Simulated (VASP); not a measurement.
These are r2SCAN meta-GGA, VASP's PBE PAW potentials (set 64) (plane waves; VASP) values and carry that method's errors.

VASP ran on this input.

INCAR:
```
! general
SYSTEM =BP(110) slab
PREC   =Normal
ENCUT  =450
LREAL  =F
LASPH  =T

! electronic loop
EDIFF  =1E-6
NELM   =100
NELMIN =4
ALGO   =Normal
LMIXTAU=T

! smearing
ISMEAR =0
SIGMA  =0.05

! functional
METAGGA=R2SCAN

! output
LWAVE  =F
LCHARG =F
LORBIT =11
LVHAR  =T

! other
LDIPOL =T
IDIPOL =3
DIPOL  =0.5 0.5 0.5
```

KPOINTS:
```
Automatic
0
G
  5 6 1
```

File POSCAR:
```
BP(110) slab
49.1742960
  0.0921610563   0.0000000000   0.0000000000
  0.0000000000   0.0651677122   0.0000000000
  0.0000000000   0.0000000000   0.4999999982
P B
6 6
Cart
  0.0227888392   0.0000000000   0.3342843379
  0.0240856377   0.0000000000   0.2665000354
  0.0706284376   0.0325838561   0.2990555757
  0.0245479095   0.0000000000   0.2009444225
  0.0701661659   0.0325838561   0.2334999628
  0.0688693674   0.0325838561   0.1657156603
  0.0418967193   0.0325838561   0.3246328568
  0.0009198765   0.0000000000   0.2991869352
  0.0470428663   0.0325838561   0.2661057928
  0.0009623381   0.0000000000   0.2338942055
  0.0470004046   0.0325838561   0.2008130630
  0.0879772474   0.0000000000   0.1753671414
```

POTCAR, in this order: P B (PBE.64 set). Program: vasp_std. Read from the step before: WAVECAR.

Output of the run:

**OSZICAR**
```
       N       E                     dE             d eps       ncg     rms          rms(c)
DAV:   1    -0.100043164325E+03   -0.10004E+03   -0.30958E-06   621   0.172E-02    0.688E-04
DAV:   2    -0.100043165755E+03   -0.14298E-05   -0.30430E-07   568   0.578E-03    0.252E-04
DAV:   3    -0.100043164561E+03    0.11940E-05   -0.20710E-07   477   0.505E-03    0.277E-04
DAV:   4    -0.100043166390E+03   -0.18295E-05   -0.78296E-07   456   0.104E-02    0.135E-04
DAV:   5    -0.100043164587E+03    0.18033E-05   -0.56033E-07   456   0.867E-03    0.879E-05
DAV:   6    -0.100043165827E+03   -0.12401E-05   -0.12316E-07   463   0.379E-03    0.925E-05
DAV:   7    -0.100043165789E+03    0.38499E-07   -0.52045E-08   442   0.257E-03
   1 F= -.10004317E+03 E0= -.10004317E+03  d E =-.408905E-15
```

File OUTCAR:
```
------------------------ aborting loop because EDIFF is reached ----------------------------------------
  FORCE on cell =-STRESS in cart. coord.  units (eV):
  Direction    XX          YY          ZZ          XY          YZ          ZX
  --------------------------------------------------------------------------------------
  Total        1.8004373     -1.8392785     -0.3582168      0.0000000      0.0000000      0.0000000
  in kB        8.0783786     -8.2526553     -1.6072821      0.0000000      0.0000000      0.0000000
  external PRESSURE =      -0.5938529 kB  Pullay stress =       0.0000000 kB
  volume of cell :      357.08
      direct lattice vectors                 reciprocal lattice vectors
     4.531955061  0.000000000  0.000000000     0.220655321  0.000000000  0.000000000
     0.000000000  3.204576369  0.000000000     0.000000000  0.312053727  0.000000000
     0.000000000  0.000000000 24.587147913     0.000000000  0.000000000  0.040671655
 POSITION                                       TOTAL-FORCE (eV/Angst)
 -----------------------------------------------------------------------------------
      1.12063      0.00000     16.43820         0.019306      0.000000     -0.017702
      1.18439      0.00000     13.10495        -0.023456      0.000000      0.011096
      3.47310      1.60229     14.70585        -0.015549      0.000000     -0.022956
      1.20713      0.00000      9.88130        -0.015549      0.000000      0.022956
      3.45037      1.60229     11.48220        -0.023456      0.000000     -0.011096
      3.38660      1.60229      8.14895         0.019306      0.000000      0.017702
      2.06024      1.60229     15.96359         0.022321      0.000000     -0.019418
      0.04523      0.00000     14.71231        -0.006060      0.000000      0.011073
      2.31330      1.60229     13.08557         0.003438      0.000000      0.007187
      0.04732      0.00000     11.50158         0.003438      0.000000     -0.007187
      2.31121      1.60229      9.87484        -0.006060      0.000000     -0.011073
      4.32622      0.00000      8.62356         0.022321      0.000000      0.019418
 -----------------------------------------------------------------------------------
    total drift:                               -0.001656     -0.000000      0.000012
  FREE ENERGIE OF THE ION-ELECTRON SYSTEM (eV)
  ---------------------------------------------------
  free  energy   TOTEN  =      -100.0431657887 eV

  energy  without entropy=     -100.0431657887  energy(sigma->0) =     -100.04316579

 total charge

# of ion       s       p       d       tot
------------------------------------------
    1        1.029   1.541   0.000   2.570
    2        0.988   1.588   0.000   2.576
    3        0.989   1.606   0.000   2.595
    4        0.989   1.606   0.000   2.595
    5        0.988   1.588   0.000   2.576
    6        1.029   1.541   0.000   2.570
    7        0.730   1.116   0.000   1.845
    8        0.680   1.226   0.000   1.906
    9        0.682   1.253   0.000   1.935
   10        0.682   1.253   0.000   1.935
   11        0.680   1.226   0.000   1.906
   12        0.730   1.116   0.000   1.845
--------------------------------------------------
tot         10.193  16.660   0.000  26.853
```
(Selected blocks of OUTCAR.)

At this cut-off the stress carries a Pulay error, which pulls relaxed volumes low.

The cell is a thin slab with vacuum, built from BP (zinc blende): (110) face.
